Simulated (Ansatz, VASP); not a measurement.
# SiO2 (1T-SiO2, 3 layers, AA) in two plane-wave programs, part 2 of 2

Aim: how closely do two programs agree when they are given the same cell, functional and k mesh? Of the first pair: The structure shown is the start of the Ansatz relaxation below; VASP solves that cell, so the two are compared at the walk's first step.

VASP 6.6.1 and Ansatz 0.2.0.

So far: The starting structure; Ansatz: relaxation, LDA.

## (3) VASP: single point, LDA, start cell, pair 1

Level of this step: LDA; plane waves and PAW (O, Si) (VASP).

The same cell, functional (in two slightly different forms), mesh and smearing now go to VASP, with its own data sets.

Lines of VASP's logs that name or quote its potential files are left out, and so is its time.

File INCAR:

```
SYSTEM = SiO2
PREC = Accurate
ENCUT = 520
EDIFF = 1E-06
NELM = 120
ISMEAR = -1
SIGMA = 0.05
LREAL = .FALSE.
ALGO = Normal
GGA = PW92
NBANDS = 33
LORBIT = 11
LWAVE = .FALSE.
LCHARG = .FALSE.
ISIF = 2
LDIPOL = .TRUE.
IDIPOL = 3
DIPOL = 0.5 0.5 0.5
LVHAR = .TRUE.
LASPH = .TRUE.
GGA_COMPAT = .FALSE.
EFERMI = MIDGAP
NELMDL = -8
KPAR = 2
```

File POSCAR:

```
SiO2
1.0
    2.4217970000      0.0000000000      0.0000000000
   -1.2108980000      2.0973380000      0.0000000000
    0.0000000000      0.0000000000     53.7771200000
O Si
6 3
Direct
    0.6666666667      0.3333333333      0.3942196979
    0.3333333333      0.6666666667      0.4287890463
    0.6666666667      0.3333333333      0.4827153258
    0.3333333333      0.6666666667      0.5172846742
    0.6666666667      0.3333333333      0.5712109537
    0.3333333333      0.6666666667      0.6057803021
    0.0000000000      0.0000000000      0.4115043721
    0.0000000000      0.0000000000      0.5000000000
    0.0000000000      0.0000000000      0.5884956279
```

File KPOINTS:

```
Automatic mesh
0
Gamma
13 13 1
0 0 0
```

PAW data sets: O and Si (LDA family, release 64).

Command:

```sh
mpirun -np 2 vasp_std
```

Numbers of over 12 decimals in the logs are rounded to 6 here.

Output:

```text
[banner, memory and clock lines left out]
running    2 mpi-ranks, on    1 nodes
 distrk:  each k-point on    1 cores,    2 groups
 distr:  one band on    1 cores,    1 groups

 POSCAR found type information on POSCAR O Si
 POSCAR found :  2 types and       9 ions
|                                                                             |
|               ----> ADVICE to this user running VASP <----                  |
|                                                                             |
|     You enforced a specific xc type in the INCAR file but a different       |
|     [... a line on the potential file left out ...]
|     I HOPE YOU KNOW WHAT YOU ARE DOING!                                     |
|                                                                             |

 LDA part: xc-table for (Slater(with rela. corr.)+PW92), standard interpolation
|                                                                             |
|           W    W    AA    RRRRR   N    N  II  N    N   GGGG   !!!           |
|           W    W   A  A   R    R  NN   N  II  NN   N  G    G  !!!           |
|           W    W  A    A  R    R  N N  N  II  N N  N  G       !!!           |
|           W WW W  AAAAAA  RRRRR   N  N N  II  N  N N  G  GGG   !            |
|           WW  WW  A    A  R   R   N   NN  II  N   NN  G    G                |
|           W    W  A    A  R    R  N    N  II  N    N   GGGG   !!!           |
|                                                                             |
|     One of the lattice vectors is very long (>50 A), but AMIN is rather     |
|     large. This can spoil convergence since charge sloshing might occur     |
|     along the long lattice vector. If problems with convergence are         |
|     observed, try to decrease AMIN to a smaller value (e.g. 0.01).          |
|     Note: This warning only applies if the self-consistency cycle is        |
|     used.                                                                   |
|                                                                             |

 POSCAR, INCAR and KPOINTS ok, starting setup
 FFT: planning ... GRIDC
 FFT: planning ... GRID_SOFT
 FFT: planning ... GRID
 WAVECAR not read
 entering main loop
       N       E                     dE             d eps       ncg     rms          rms(c)
DAV:   1     0.451024561414E+03    0.45102E+03   -0.22528E+04  1642   0.118E+03
DAV:   2    -0.307149604822E+02   -0.48174E+03   -0.44698E+03  1954   0.306E+02
DAV:   3    -0.785862204217E+02   -0.47871E+02   -0.47715E+02  1814   0.109E+02
DAV:   4    -0.794423779705E+02   -0.85616E+00   -0.85281E+00  1723   0.163E+01
DAV:   5    -0.794631811718E+02   -0.20803E-01   -0.20759E-01  1745   0.245E+00
DAV:   6    -0.794638115976E+02   -0.63043E-03   -0.62964E-03  1729   0.422E-01
DAV:   7    -0.794638351349E+02   -0.23537E-04   -0.23523E-04  1777   0.763E-02
DAV:   8    -0.794638361126E+02   -0.97776E-06   -0.97747E-06  1539   0.147E-02    0.274E+01
DAV:   9    -0.725574003853E+02    0.69064E+01   -0.22343E+01  1637   0.268E+01    0.143E+01
DAV:  10    -0.722509942735E+02    0.30641E+00   -0.17002E+00  1735   0.684E+00    0.369E+00
DAV:  11    -0.722023258746E+02    0.48668E-01   -0.10423E-01  1788   0.213E+00    0.116E+00
DAV:  12    -0.721934810807E+02    0.88448E-02   -0.12727E-02  1779   0.736E-01    0.195E-01
DAV:  13    -0.721931171015E+02    0.36398E-03   -0.94627E-04  1716   0.186E-01    0.837E-02
DAV:  14    -0.721929555221E+02    0.16158E-03   -0.44311E-04  1719   0.108E-01    0.370E-02
[...]
DAV:  20    -0.721939835721E+02   -0.11160E-03   -0.40129E-06  1395   0.151E-02    0.342E-03
DAV:  21    -0.721940189620E+02   -0.35390E-04   -0.12314E-06  1234   0.776E-03    0.263E-03
DAV:  22    -0.721940566064E+02   -0.37644E-04   -0.65677E-07  1183   0.575E-03    0.115E-03
DAV:  23    -0.721940816529E+02   -0.25047E-04   -0.81975E-07  1210   0.616E-03    0.115E-03
DAV:  24    -0.721940901321E+02   -0.84792E-05   -0.29550E-07  1162   0.411E-03    0.148E-03
DAV:  25    -0.721940941938E+02   -0.40617E-05   -0.11376E-07  1092   0.170E-03    0.104E-03
DAV:  26    -0.721940955502E+02   -0.13563E-05   -0.44747E-08  1106   0.118E-03    0.681E-04
DAV:  27    -0.721940961393E+02   -0.58913E-06   -0.12052E-08  1052   0.597E-04
   1 F= -.72194096E+02 E0= -.72194096E+02  d E =0.000000E+00
```

OUTCAR, selected parts (step 3):

```text
ion  position               nearest neighbor table
   1  0.667  0.333  0.394-   7 1.68   7 1.68   7 1.68
   2  0.333  0.667  0.429-   7 1.68   7 1.68   7 1.68
   3  0.667  0.333  0.483-   8 1.68   8 1.68   8 1.68
   4  0.333  0.667  0.517-   8 1.68   8 1.68   8 1.68
   5  0.667  0.333  0.571-   9 1.68   9 1.68   9 1.68
   6  0.333  0.667  0.606-   9 1.68   9 1.68   9 1.68
   7  0.000  0.000  0.412-   1 1.68   2 1.68   2 1.68   1 1.68   1 1.68   2 1.68
   8  0.000  0.000  0.500-   3 1.68   4 1.68   4 1.68   3 1.68   3 1.68   4 1.68
   9  0.000  0.000  0.588-   5 1.68   6 1.68   6 1.68   5 1.68   5 1.68   6 1.68

  LATTYP: Found a hexagonal cell.
 ALAT       =     2.4217970000
 C/A-ratio  =    22.2054614817

 Subroutine GETGRP returns: Found 12 space group operations
 (whereof 12 operations were pure point group operations)

The static configuration has the point symmetry D_3d.

 Found     21 irreducible k-points:

   k-points           NKPTS =     21   k-points in BZ     NKDIM =     21   number of bands    NBANDS=     33

   dimension x,y,z NGX =    18 NGY =   18 NGZ =  400
   dimension x,y,z NGXF=    36 NGYF=   36 NGZF=  800

   ENCUT  =  520.0 eV  38.22 Ry    6.18 a.u.   4.50  4.50 99.99*2*pi/ulx,y,z

   NELECT =      48.0000    total number of electrons

 k-points in reciprocal lattice and weights: Automatic mesh
   0.00000000  0.00000000  0.00000000       0.006
   0.07692308 -0.00000000  0.00000000       0.036
   0.15384615 -0.00000000  0.00000000       0.036
   0.23076923 -0.00000000  0.00000000       0.036
   0.30769231 -0.00000000  0.00000000       0.036
   0.38461538 -0.00000000  0.00000000       0.036
   0.46153846 -0.00000000  0.00000000       0.036
   0.07692308  0.07692308  0.00000000       0.036
   0.15384615  0.07692308  0.00000000       0.071
[...]
0.38461538  0.23076923  0.00000000       0.036
   0.30769231  0.30769231  0.00000000       0.036

 dipolmoment           0.000000      0.000000     -0.000000 electrons x Angstroem

 average (electrostatic) potential at core
       1 -80.1542       2 -80.1555       3 -80.1557       4 -80.1557       5 -80.1555
       6 -80.1542       7 -94.6149       8 -94.6150       9 -94.6149

 E-fermi :  -1.1414

 k-point     1 :       0.0000    0.0000    0.0000
  band No.  band energies     occupation
    ...
     20      -5.8364      2.00000
     21      -5.8326      2.00000
     22      -5.8326      2.00000
     23      -5.8291      2.00000
     24      -5.8291      2.00000
     25       3.4557      0.00000
     26       3.4726      0.00000
     27       3.8458      0.00000
     28       3.9381      0.00000
     29       4.0753      0.00000
    ...

 k-point     2 :       0.0769   -0.0000    0.0000
  band No.  band energies     occupation
    ...
     20      -6.2387      2.00000
     21      -6.0519      2.00000
     22      -5.8963      2.00000
     23      -5.8911      2.00000
     24      -5.8863      2.00000
     25       3.6653      0.00000
     26       3.6765      0.00000
     27       4.0487      0.00000
     28       4.1412      0.00000
     29       4.2829      0.00000
    ...

 k-point     3 :       0.1538   -0.0000    0.0000
  band No.  band energies     occupation
    ...
     20      -6.1356      2.00000
     21      -6.0777      2.00000
     22      -6.0700      2.00000
     23      -6.0626      2.00000
     24      -5.8254      2.00000
     25       4.2495      0.00000
     26       4.2531      0.00000
     27       4.6556      0.00000
     28       4.7468      0.00000
     29       4.8921      0.00000
    ...

  Total       42.5308785     42.5308897      8.9541172      0.0000101      0.0000000      0.0000000
  in kB      249.4659253    249.4659908     52.5205970      0.0000595      0.0000000      0.0000000
  external PRESSURE =     183.8175044 kB  Pullay stress =       0.0000000 kB

  energy-cutoff  :      520.00
  volume of cell :      273.15
      direct lattice vectors                 reciprocal lattice vectors
     2.421797000  0.000000000  0.000000000     0.412916524  0.238397337  0.000000000
    -1.210898000  2.097338000  0.000000000     0.000000000  0.476794870  0.000000000
     0.000000000  0.000000000 53.777120000     0.000000000  0.000000000  0.018595269

 POSITION                                       TOTAL-FORCE (eV/Angst)
 -----------------------------------------------------------------------------------
      1.21090      0.69911     21.20000        -0.000000     -0.000000     -1.653519
      0.00000      1.39823     23.05904        -0.000000      0.000000      1.662102
      1.21090      0.69911     25.95904        -0.000000      0.000000     -1.661489
      0.00000      1.39823     27.81808         0.000000      0.000000      1.661489
      1.21090      0.69911     30.71808         0.000000      0.000000     -1.662102
      0.00000      1.39823     32.57712         0.000000      0.000000      1.653519
      0.00000      0.00000     22.12952         0.000000      0.000000      0.003935
      0.00000      0.00000     26.88856         0.000000      0.000000     -0.000000
      0.00000      0.00000     31.64760         0.000000     -0.000000     -0.003935
 -----------------------------------------------------------------------------------
    total drift:                                0.000000      0.000000     -0.000000

  FREE ENERGIE OF THE ION-ELECTRON SYSTEM (eV)
  ---------------------------------------------------
  free  energy   TOTEN  =       -72.1940961393 eV

  energy  without entropy=      -72.1940961393  energy(sigma->0) =      -72.19409614

 vacuum level on the upper side and lower side of the slab         3.889         3.889

 total charge
# of ion       s       p       d       tot
------------------------------------------
    1        1.572   3.751   0.000   5.323
    2        1.572   3.751   0.000   5.322
    3        1.572   3.750   0.000   5.322
    4        1.572   3.750   0.000   5.322
    5        1.572   3.751   0.000   5.322
    6        1.572   3.751   0.000   5.323
    7        0.663   1.146   0.000   1.809
    8        0.663   1.146   0.000   1.809
    9        0.663   1.146   0.000   1.809
--------------------------------------------------
tot         11.421  25.942   0.000  37.363

[... 3 further parts left out ...]
```

## (4) Side by side

Known differences besides the potentials themselves: Ansatz cuts the interaction across the vacuum, VASP repeats the sheet with a dipole correction; the cutoff is 420 eV in Ansatz and 520 eV in VASP; VASP's log shows a relativistic correction to its local exchange, Ansatz's none. Total energies have different zeros and are not compared.

Forces (eV/Å; atoms numbered as in POSCAR):

```
atom        Ansatz x, y, z          VASP x, y, z
  O1  0.000, 0.000, -1.555  0.000, 0.000, -1.654
  O2   0.000, 0.000, 1.562   0.000, 0.000, 1.662
  O3  0.000, 0.000, -1.563  0.000, 0.000, -1.661
  O4   0.000, 0.000, 1.563   0.000, 0.000, 1.661
  O5  0.000, 0.000, -1.562  0.000, 0.000, -1.662
  O6   0.000, 0.000, 1.555   0.000, 0.000, 1.654
 Si7   0.000, 0.000, 0.004   0.000, 0.000, 0.004
 Si8   0.000, 0.000, 0.000   0.000, 0.000, 0.000
 Si9  0.000, 0.000, -0.004  0.000, 0.000, -0.004
```

The forces differ by 47 meV/Å r.m.s., which is 6.0 % of the r.m.s. force of 0.782 eV/Å (both taken over all components). With vacuum in the cell, a pressure given here is an average over mostly empty space and none of the material.

## (5) Ansatz: relaxation, LDA

This run makes the geometry at which the two programs are then compared.

The structure compared here is the end of the Ansatz relaxation.

File input.yaml:

```yaml
crystal:
  lattice:
    - [2.421797, 0.0, 0.0]
    - [-1.2108985, 2.0973377248, 0.0]
    - [0.0, 0.0, 53.7771199995]
  atoms:
    - { symbol: O, position: [0.6666666667, 0.3333333333, 0.3942196979] }
    - { symbol: Si, position: [0.0, 0.0, 0.4115043721] }
    - { symbol: O, position: [0.3333333333, 0.6666666667, 0.4287890463] }
    - { symbol: O, position: [0.6666666667, 0.3333333333, 0.4827153258] }
    - { symbol: Si, position: [0.0, 0.0, 0.5] }
    - { symbol: O, position: [0.3333333333, 0.6666666667, 0.5172846742] }
    - { symbol: O, position: [0.6666666667, 0.3333333333, 0.5712109537] }
    - { symbol: Si, position: [0.0, 0.0, 0.5884956279] }
    - { symbol: O, position: [0.3333333333, 0.6666666667, 0.6057803021] }
  periodic: [true, true, false]
kpoints:
  mp_grid: { grid: [13, 13, 1] }
hamiltonian:
  xc: lda
scf:
  occupations: { method: fermi_dirac, width: 0.05 }
  convergence: { dr2_threshold: 1.0e-09 }
relax:
  f_tol: 0.015
  max_steps: 90
  cell: {}
output:
  write_potential: true
  write_density: true
  volumetric_format: npy
```

Command:

```sh
ansatz run input.yaml --threads 2 --pin off --max-ram 3072MiB --backend cpu --events-out ev --progress --plain --runs-dir out
```

Output:

```text
[...]
Crystal: 9 atoms, lattice volume = 273.152 Å³
Basis set: ecut = 420 eV, 5165 PW (Γ)
Bands: 33, of which v1, the nominal top of the filled ones, is band 24 counted from 1 (23 counted from 0)
Symmetry: 12 space group operations
[...]
k-points: 21 of 169
[...]
- { symbol: Si, position: [5.651043521650751e-18, 0, 0.414943] }
    - { symbol: O, position: [0.333333, 0.666667, 0.431686] }
    - { symbol: O, position: [0.666667, 0.333333, 0.483258] }
    - { symbol: Si, position: [0, 0, 0.500000] }
    - { symbol: O, position: [0.333333, 0.666667, 0.516742] }
    - { symbol: O, position: [0.666667, 0.333333, 0.568314] }
    - { symbol: Si, position: [-5.651043521650755e-18, 0, 0.585057] }
    - { symbol: O, position: [0.333333, 0.666667, 0.601800] }
[key lines of the parts left out:]
SCF converged after 4 iterations
Free energy (F): -5166.153405 eV
Fermi energy:    -5.607366 eV
P = ½ c Tr σ = -0.0042 N/m
```

## (6) VASP: single point, LDA, relaxed cell, pair 2

The same cell, functional (in two slightly different forms), mesh and smearing now go to VASP, with its own data sets.

INCAR is that of step 3.

File POSCAR:

```
SiO2
1.0
    2.6610525675      0.0000000000      0.0000000000
   -1.3305262838      2.3045391243      0.0000000000
    0.0000000000      0.0000000000     53.7771199995
O Si
6 3
Direct
    0.6666666667      0.3333333333      0.3981997654
    0.3333333333      0.6666666667      0.4316856096
    0.6666666667      0.3333333333      0.4832577902
    0.3333333333      0.6666666667      0.5167422098
    0.6666666667      0.3333333333      0.5683143904
    0.3333333333      0.6666666667      0.6018002346
    0.0000000000      0.0000000000      0.4149427205
    0.0000000000      0.0000000000      0.5000000000
    0.0000000000      0.0000000000      0.5850572795
```

KPOINTS is that of step 3.

Command:

```sh
mpirun -np 2 vasp_std
```

Output:

```text
[banner, memory and clock lines left out]
running    2 mpi-ranks, on    1 nodes
[...]
[... a notice as in an earlier step ...]

 LDA part: xc-table for (Slater(with rela. corr.)+PW92), standard interpolation
 [... a notice as in an earlier step ...]

 POSCAR, INCAR and KPOINTS ok, starting setup
[...]
entering main loop
       N       E                     dE             d eps       ncg     rms          rms(c)
DAV:   1     0.443643447746E+03    0.44364E+03   -0.21049E+04  1618   0.116E+03
DAV:   2    -0.222921355864E+02   -0.46594E+03   -0.43368E+03  2004   0.289E+02
DAV:   3    -0.815319729819E+02   -0.59240E+02   -0.58977E+02  1759   0.114E+02
DAV:   4    -0.828074961957E+02   -0.12755E+01   -0.12701E+01  1755   0.194E+01
[...]
DAV:  21    -0.759388269711E+02   -0.22227E-04   -0.67102E-07  1280   0.569E-03    0.131E-03
DAV:  22    -0.759388314449E+02   -0.44738E-05   -0.11357E-07  1234   0.202E-03    0.122E-03
DAV:  23    -0.759388320835E+02   -0.63868E-06   -0.20335E-08  1237   0.746E-04
   1 F= -.75938832E+02 E0= -.75938832E+02  d E =0.000000E+00
```

OUTCAR, selected parts (step 6):

```text
  Total        0.7411385      0.7411385      0.0349880     -0.0000000      0.0000000      0.0000000
  in kB        3.6006000      3.6006000      0.1699790     -0.0000000      0.0000000      0.0000000
  external PRESSURE =       2.4570596 kB  Pullay stress =       0.0000000 kB

 POSITION                                       TOTAL-FORCE (eV/Angst)
 -----------------------------------------------------------------------------------
      1.33053      0.76818     21.41404        -0.000000     -0.000000     -0.035905
     -0.00000      1.53636     23.21481        -0.000000      0.000000      0.034757
      1.33053      0.76818     25.98821        -0.000000      0.000000     -0.035014
     -0.00000      1.53636     27.78891         0.000000      0.000000      0.035014
      1.33053      0.76818     30.56231         0.000000      0.000000     -0.034757
     -0.00000      1.53636     32.36308         0.000000      0.000000      0.035905
      0.00000      0.00000     22.31442         0.000000      0.000000      0.000351
      0.00000      0.00000     26.88856         0.000000      0.000000      0.000000
      0.00000      0.00000     31.46270         0.000000     -0.000000     -0.000351
 -----------------------------------------------------------------------------------
    total drift:                                0.000000     -0.000000     -0.000000

  FREE ENERGIE OF THE ION-ELECTRON SYSTEM (eV)
  ---------------------------------------------------
  free  energy   TOTEN  =       -75.9388320835 eV

  energy  without entropy=      -75.9388320835  energy(sigma->0) =      -75.93883208

[... 1 part as in an earlier step ...]

[... 2 further parts left out ...]
[key lines of the parts left out:]
E-fermi :  -2.3593
```

## (7) Differences

Both answers:

| quantity | Ansatz | VASP | difference |
| --- | --- | --- | --- |
| gap on the k mesh (eV) | 6.655 | 6.649 | +0.005 |

At this near-relaxed geometry the largest component of a force difference is 36 meV/Å. A gap on the mesh is an upper bound, since the band edges may lie between its points. With vacuum in the cell, a pressure given here is an average over mostly empty space and none of the material.

## (8) Outcome

```json
{
  "r.m.s. force difference (single point, LDA, start cell, pair 1)": "6.0 % of the r.m.s. force",
  "r.m.s. force difference (single point, LDA, relaxed cell, pair 2)": "17 meV/Å"
}
```

**Reading.** The r.m.s. force difference is 6.0 % of the r.m.s. force (single point, LDA, start cell, pair 1), beyond the 3 % picked in this series as the mark of a large difference. What causes the difference of the single point, LDA, start cell, pair 1 pair stays open here. What causes the difference of the single point, LDA, relaxed cell, pair 2 pair stays open here. Such differences can come from data sets, numerical settings and the points named under the comparisons, not from the functional's error against experiment.

[Lines on the potential files, build, host, timing and source positions are cut from VASP's logs without a mark.]

[Logs are printed without paths, hosts, clocks, repeated set-up lines and the standing remarks that a program may print on its own settings, such as how far it seeks lower states.]

[Hosts, paths, dates, database ids (printed as entryN), source tags and the programs' standing remarks are cut or masked in the printed files.]
